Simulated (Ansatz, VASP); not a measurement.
# Cross-check of LiH between VASP and Ansatz, part 2 of 2

Aim: how closely do two programs agree when they are given the same cell, functional and k mesh? The cell is taken from a series of runs on this material, whose earlier steps may have relaxed, scaled, displaced or heated it; both programs get it as it stands.

VASP 6.6.1 and Ansatz 0.2.0.

So far: The starting structure; VASP: zone-centre phonons, LDA.

## Step 3: Ansatz: zone-centre phonons, LDA

Level of this step: Ansatz beside VASP: Kohn-Sham DFT, plane waves, LDA (Ansatz).

Ansatz runs on its default PAW (the set named soft_2) files.

The same cell, functional (in two slightly different forms) and mesh now go to Ansatz, which takes its cutoff from its data sets.

input.yaml

```yaml
crystal:
  lattice:
    - [0.0, 1.9738161411, 1.9738161411]
    - [1.9738161411, 0.0, 1.9738161411]
    - [1.9738161411, 1.9738161411, 0.0]
  atoms:
    - { symbol: Li, position: [0.0, 0.0, 0.0] }
    - { symbol: H, position: [0.5, 0.5, 0.5] }
kpoints:
  mp_grid: { grid: [12, 12, 12] }
hamiltonian:
  xc: lda
scf:
  occupations: { method: fixed }
output:
  eigenvalues: true
phonons:
  method: dfpt
  dielectric: true
  rigid_motions: translations
  qmesh: [4, 4, 4]
  temperatures: { t_max: 1000, t_step: 50 }
  qpath:
    path:
      - [[0.0, 0.0, 0.0], [0.5, 0.0, 0.5], [0.625, 0.25, 0.625]]
      - [[0.375, 0.375, 0.75], [0.0, 0.0, 0.0], [0.5, 0.5, 0.5], [0.5, 0.25, 0.75], [0.5, 0.0, 0.5]]
    npoints: 10
```

Started as:

```sh
> ansatz run input.yaml --threads 4 --pin off --max-ram 16384MiB --backend cpu --events-out ev --progress --plain --runs-dir out
```

The program printed:

```text
Engine: ansatz 0.2.0, x86_64-unknown-linux-gnu
Pseudopotentials: kind: paw
Pseudopotential: Li, paw, valence charge 3, recommended cutoff 420 eV (normal), Li.paw.azcp
Pseudopotential: H, paw, valence charge 1, recommended cutoff 420 eV (normal), H.paw.azcp
Functional definition: SPW92
  exchange = slater_x
  correlation = pw_c
Crystal: 2 atoms, lattice volume = 15.380 Å³
Basis set: ecut = 420 eV, 307 PW (Γ), exchange–correlation on 40×40×40 points (8 copies of the dense FFT grid, shifted against one another)
Bands: 6, of which v1, the nominal top of the filled ones, is band 2 counted from 1 (1 counted from 0)
Symmetry: 48 space group operations
k-points: 163 of 1728 (irreducible under 8 space group operations, time reversal used)
Non-local potential: Li, projectors of the file, l = 0: 3, l = 1: 2, l = 2: 1
Non-local potential: H, projectors of the file, l = 0: 2, l = 1: 1
PAW form: soft (Blöchl's): semilocal exchange-correlation on the pseudo side does not see the compensation charge
PAW one-centre angular grid: Li, 110 points (default); XC on 64 Gauss nodes
PAW one-centre angular grid: H, 110 points (default); XC on 64 Gauss nodes
Initial density: superposition of atomic densities (neutral atoms: chi_scale 0, normalization atom), corrected by the library's trained network
Initial wavefunctions: pseudopotential atomic-orbital guess
Functional: x = slater, c = lda
SCF iter   1: F=—  HF=-218.222854 eV  |F-HF|=—  |Δ(HF+E_count)|=         —  Δρ=1.26e-2  dr2=1.51e-2  ethr=1.77e-3  ⟨swp⟩=3.3  Hψ=6474  notcnv=0  defer=296
preconditioner: auto → none  [insulator: Δε(μ)=2.438 eV  Ē_g=14.232 eV  n_scr=0 (ndim 8)  ℏωp=13.4 eV  f_vac=0.000  ε∞_Penn≈1.9]
SCF iter   2: F=—  HF=-218.214176 eV  |F-HF|=—  |Δ(HF+E_count)|=   8.68e-3  Δρ=4.39e-3  dr2=1.69e-3  ethr=3.78e-4  ⟨swp⟩=1.6  Hψ=2394  notcnv=0  defer=262
SCF iter   3: F=—  HF=-218.212847 eV  |F-HF|=—  |Δ(HF+E_count)|=   1.33e-3  Δρ=1.59e-4  dr2=2.04e-6  ethr=4.23e-5  ⟨swp⟩=2.3  Hψ=1578  notcnv=0  defer=268
SCF iter   4: F=—  HF=-218.212847 eV  |F-HF|=—  |Δ(HF+E_count)|=   9.34e-8  Δρ=1.96e-5  dr2=3.95e-8  ethr=5.11e-8  ⟨swp⟩=2.8  Hψ=1271  notcnv=0
SCF iter   5: F=—  HF=-218.212847 eV  |F-HF|=—  |Δ(HF+E_count)|=   3.43e-7  Δρ=2.73e-6  dr2=8.70e-10  ethr=9.87e-10  ⟨swp⟩=1.1  Hψ=991  notcnv=0
SCF iter   6: F=-218.212847 eV  HF=-218.212847 eV  |F-HF|=2.27e-13  |Δ(HF+E_count)|=  4.81e-11  Δρ=9.94e-8  dr2=5.65e-13  ethr=2.50e-12  ⟨swp⟩=5.2  Hψ=2994  notcnv=0
SCF 1 converged in 6 iterations: F = -218.212847 eV  dr2 = 5.65e-13
  greatest PAW one-centre occupation: 1.000 electrons in one spin orbital (limit 2), on the Li atom at site 0 (counted from 0), in its partial waves of l = 0
NSCF: frozen V_eff on 1 k-points
DFPT response loops at Γ: preconditioner auto → none (the input reference at scf.mixing.eps_inf says where Resta's filter doesn't serve); β = 0.50; Broyden in place of MSR1
── the response to a field inside a basis, on 12×12×12 k-points: an SCF that follows is theirs, and a resumed run solves both again ──
Bands: 3, of which v1, the nominal top of the filled ones, is band 2 counted from 1 (1 counted from 0)
k-points: 182 of 1728 (irreducible under 12 space group operations)
Initial density: handed on by an earlier stage of this run
Initial wavefunctions: pseudopotential atomic-orbital guess (no wavefunctions were taken with the density)
Eigensolver: Dense (182 Hₖ)
SCF iter   1: F=—  HF=-218.213366 eV  |F-HF|=—  |Δ(HF+E_count)|=         —  Δρ=3.00e-4  dr2=1.71e-6  ethr=1.00e-1
preconditioner: auto → none  [insulator: Δε(μ)=2.895 eV  Ē_g=9.151 eV  n_scr=0 (ndim 8)  ℏωp=13.4 eV  f_vac=0.000  ε∞_Penn≈3.1]
SCF iter   2: F=—  HF=-218.213368 eV  |F-HF|=—  |Δ(HF+E_count)|=   1.64e-6  Δρ=1.50e-4  dr2=4.18e-7  ethr=4.27e-8
SCF iter   3: F=-218.213368 eV  HF=-218.213368 eV  |F-HF|=2.93e-10  |Δ(HF+E_count)|=   5.88e-7  Δρ=3.37e-6  dr2=2.22e-10  ethr=1.05e-8
SCF 1 converged in 3 iterations: F = -218.213368 eV  dr2 = 2.22e-10
DFPT response loops at Γ: mixed as the last ones told, above
NSCF: frozen V_eff on 72 k-points
NSCF: frozen V_eff on 1872 k-points
DFPT response loops at q = (0, 0, 0.25) (fractional): mixed as the last ones told, above
NSCF: frozen V_eff on 952 k-points
DFPT response loops at q = (0, 0, -0.5) (fractional): mixed as the last ones told, above
NSCF: frozen V_eff on 1020 k-points
DFPT response loops at q = (0, 0.25, 0.25) (fractional): mixed as the last ones told, above
NSCF: frozen V_eff on 3456 k-points
DFPT response loops at q = (0, 0.25, -0.5) (fractional): mixed as the last ones told, above
NSCF: frozen V_eff on 1872 k-points
DFPT response loops at q = (0, 0.25, -0.25) (fractional): mixed as the last ones told, above
NSCF: frozen V_eff on 560 k-points
DFPT response loops at q = (0, -0.5, -0.5) (fractional): mixed as the last ones told, above
NSCF: frozen V_eff on 1020 k-points
DFPT response loops at q = (0.25, -0.5, -0.25) (fractional): mixed as the last ones told, above
SCF converged after 6 iterations
Free energy (F): -218.212847 eV
Harris-Foulkes:  -218.212847 eV  (|F-HF|=2.27e-13)
Internal energy: -218.212847 eV  (E = F + TS)
E sigma→0 (E₀):  -218.212847 eV
Fermi energy:    0.973955 eV
--- Per-component energies (eV) ---
  E_band       = -87.896670
  E_kinetic    = 35.808077
  E_local      = -121.932894  (includes V_loc(G=0)·N_el)
  E_nonlocal   = -31.601631
  E_hartree    = 33.917642
  E_xc         = -19.875862
  E_vxc        = -25.928473  (∫ρ·V_xc dr)
  E_paw        = -18.981930  (= ΣΔE_a)
  E_vpaw       = -12.075969  (= ΣTr[D̂ρ^β])
  E_aug_tail   = -0.001068  (compensation charges beyond the density's cutoff)
  E_ewald      = -95.545182
  E_smearing   = -0.000000  (= −TS)
  E_closure    = 0.000000  (closes the sum)
  Σ components = -218.212847   (vs F -218.212847, Δ=0.00e0)
--- Band table (eV; the first three rows and the last of 163) ---
  k-point 0: bands = ["-42.4263", "-4.7572", "17.7102", "18.8342", "18.8342", "18.8342"]
  k-point 1: bands = ["-42.4222", "-4.6344", "16.3834", "18.3061", "18.5431", "18.5431"]
  k-point 2: bands = ["-42.4108", "-4.2712", "13.5631", "17.3384", "17.9931", "17.9931"]
  k-point 162: bands = ["-42.3447", "0.6904", "5.8992", "5.8992", "12.8454", "18.7068"]
--- Phonons (Γ-DFPT): 2 representative perturbations + reference, on 163 of 1728 k-points (Σ response iterations 6) ---
  k mesh reduced under 8 symmetry operations, with k and −k counted as one. Each operation leaves every solved perturbation unchanged. A smaller set is not considered because the run solves the response to a homogeneous field
  ASR residual: 5.372e-5 → 0.000e0 eV/Å²; symmetrization residual: 3.724e-9 eV/Å²
  ASR residual per site (eV/Å²): 2.13e-5 5.37e-5
  Γ frequencies (cm⁻¹): 0.00 0.00 0.00 619.36 619.36 619.36
  ε∞ (high-frequency dielectric tensor):
        4.906902     0.000000    -0.000000
        0.000000     4.906902     0.000000
       -0.000000     0.000000     4.906902
  ε⁰ (static dielectric tensor: ions relaxed, cell fixed):
       14.880593     0.000000     0.000000
        0.000000    14.880593    -0.000000
        0.000000    -0.000000    14.880593
  ε⁰ − ε∞ (ionic part):
        9.973691     0.000000     0.000000
        0.000000     9.973691    -0.000000
        0.000000    -0.000000     9.973691
  softest optical mode at Γ: 619.36 cm⁻¹; the repairs (sum rule, projections) moved no ω² at Γ by more than (3.81 cm⁻¹)²
  Born effective charges Z* (e; rows j = field, columns β = displacement):
    site 0:
         1.02593    0.00000    0.00000
        -0.00000    1.02593   -0.00000
         0.00000   -0.00000    1.02593
    site 1:
        -1.02593   -0.00000   -0.00000
         0.00000   -1.02593    0.00000
        -0.00000    0.00000   -1.02593
  Z* charge neutrality: 1.913e-4 e pre-enforcement
  solved inside a basis spanned on kpoints, on 12×12×12 k-points, its susceptibility summed on 16×16×16: ε∞ is read to err by 1.9e-2, Z* by 9.9e-3 e (field_mesh: kpoints solves on kpoints); Z* is corrected for what the basis lacks
  optical modes at Γ without the LO–TO term, one row a degenerate level:
      ω (cm⁻¹)  modes    IR ((D/Å)²/amu)
        619.36      3            82.7666
  optical modes at Γ + LO–TO along q̂ = [1.0000, 0.0000, 0.0000]:
      ω (cm⁻¹)  modes    IR ((D/Å)²/amu)
        619.36      2            55.1777
       1078.57      1            27.5889
  optical modes at Γ + LO–TO along q̂ = [0.0000, 1.0000, 0.0000]:
      ω (cm⁻¹)  modes    IR ((D/Å)²/amu)
        619.36      2            55.1777
       1078.57      1            27.5889
  optical modes at Γ + LO–TO along q̂ = [0.0000, 0.0000, 1.0000]:
      ω (cm⁻¹)  modes    IR ((D/Å)²/amu)
        619.36      2            55.1777
       1078.57      1            27.5889
--- Phonons (arbitrary-q DFPT): 8 irreducible q on the 4×4×4 mesh ---
  q = [0.0000, 0.0000, 0.0000] (star 1, of the zone-centre solve; hermiticity 6.00e-9, symmetrization 2.20e-14): 0.00 0.00 0.00 619.36 619.36 619.36
  q = [0.0000, 0.0000, 0.2500] (star 8, 2 solved perturbations on 936 of 1728 k-point pairs; hermiticity 1.82e-8, symmetrization 7.98e-14): 211.50 211.50 361.71 751.01 751.01 1078.61
  q = [0.0000, 0.0000, -0.5000] (star 4, 2 solved perturbations on 476 of 1728 k-point pairs; hermiticity 8.28e-9, symmetrization 4.14e-9): 288.49 288.49 527.18 806.97 806.97 1055.41
  q = [0.0000, 0.2500, 0.2500] (star 6, 4 solved perturbations in 1608 linear systems a pass and spin channel, the states on 510 of 1728 k-point pairs; hermiticity 2.72e-8, symmetrization 2.90e-14): 253.93 253.93 348.88 741.06 741.06 1059.65
  q = [0.0000, 0.2500, -0.5000] (star 24, 4 solved perturbations in 5328 linear systems a pass and spin channel, the states on 1728 of 1728 k-point pairs; hermiticity 5.26e-8, symmetrization 1.93e-9): 308.67 340.71 448.46 817.65 874.17 1016.64
  q = [0.0000, 0.2500, -0.2500] (star 12, 4 solved perturbations in 2892 linear systems a pass and spin channel, the states on 936 of 1728 k-point pairs; hermiticity 4.10e-8, symmetrization 2.24e-14): 276.58 334.60 442.42 809.24 841.92 1033.16
  q = [0.0000, -0.5000, -0.5000] (star 3, 4 solved perturbations in 886 linear systems a pass and spin channel, the states on 280 of 1728 k-point pairs; hermiticity 5.02e-8, symmetrization 4.53e-10): 327.30 327.30 433.24 836.06 836.06 1025.79
  q = [0.2500, -0.5000, -0.2500] (star 6, 4 solved perturbations in 1544 linear systems a pass and spin channel, the states on 510 of 1728 k-point pairs; hermiticity 4.83e-8, symmetrization 1.08e-9): 362.46 388.88 388.88 888.86 936.33 936.33
  sum rule: each row above includes the acoustic sum rule's correction from the zone centre's row sums; it moved no ω² by more than (3.81 cm⁻¹)²
  mesh force constants: q→R imaginary residual 1.25e-18; ASR residual 5.372e-5 → 0.000e0 eV/Å²; symmetrization residual 8.882e-16 eV/Å²
  interpolated dispersion: 63 rows × 6 modes
  density of states and harmonic sums: on the 28×28×28 q-mesh, interpolated from the force constants of a 4×4×4 supercell (with the dipole–dipole term)
  largest difference from the sums on the solved wave vectors: F 7.13e-3 eV, S 1.13e-5 and C_V 3.87e-6 eV/K
  zero-point energy: 0.228545 eV/cell   skipped modes (ω ≤ 0): 3   left out of the sums: 2.28e-5 of the cell's modes: C_V's classical limit lies that fraction below 3 k_B per atom; for a crystal, a wire or a layer, F and S can be off by more, and a phonons.interpolated_qmesh denser along its periods is the remedy for the sampling
```

The column dr2 measures how far the density is from self-consistency, as an energy; F and HF (Harris–Foulkes) agree once it is small.

## Step 4: Differences

Known differences besides the potentials themselves: the two LDA forms differ slightly; fixed occupations in Ansatz, narrow Gaussian smearing in VASP; VASP's run holds the zone centre alone; VASP's response is taken on the typed mesh, Ansatz refines its own for the field response alone; the cutoff is 420 eV in Ansatz and 750 eV in VASP; VASP's log shows a relativistic correction to its local exchange, Ansatz's none. Total energies have different zeros and are not compared.

The two programs side by side:

| quantity | Ansatz | VASP | difference |
| --- | --- | --- | --- |
| ε∞ xx | 4.91 | 4.94 | -0.72 % |
| ε∞ yy | 4.91 | 4.94 | -0.72 % |
| ε∞ zz | 4.91 | 4.94 | -0.72 % |
| Born charge of Li1 (mean of the diagonal) (e) | 1.03 | 1.03 | 0.00 |
| Born charge of H2 (mean of the diagonal) (e) | -1.03 | -1.03 | 0.00 |
| optical mode 1 to 3 (cm⁻¹) | 619.4 | 621.1 | -0.29 % |

Modes are paired by rising frequency, not by their patterns, so a pair may set unlike modes beside each other; they are those without the splitting of longitudinal modes.

## Step 5: Results

| Quantity | Value |
| --- | --- |
| r.m.s. difference of the optical zone-centre modes, each program's sorted by frequency (zone-centre phonons, LDA) | 1.8 cm⁻¹ |
| difference in ε∞ xx (zone-centre phonons, LDA) | -0.7 % |

What this shows: The r.m.s. difference of the optical zone-centre modes, each program's sorted by frequency is 1.8 cm⁻¹ (zone-centre phonons, LDA). Among the rows given in per cent, the largest difference of the zone-centre phonons, LDA pair is in ε∞ xx, -0.7 %. Such differences can come from data sets, numerical settings and the points named under the comparisons, not from the functional's error against experiment.

[Lines on the potential files, build, host, timing and source positions are cut from VASP's logs without a mark.]

[Logs are printed without paths, hosts, clocks, repeated set-up lines and the standing remarks that a program may print on its own settings, such as how far it seeks lower states.]

[Hosts, paths, dates, database ids (printed as entryN), source tags and the programs' standing remarks are cut or masked in the printed files.]
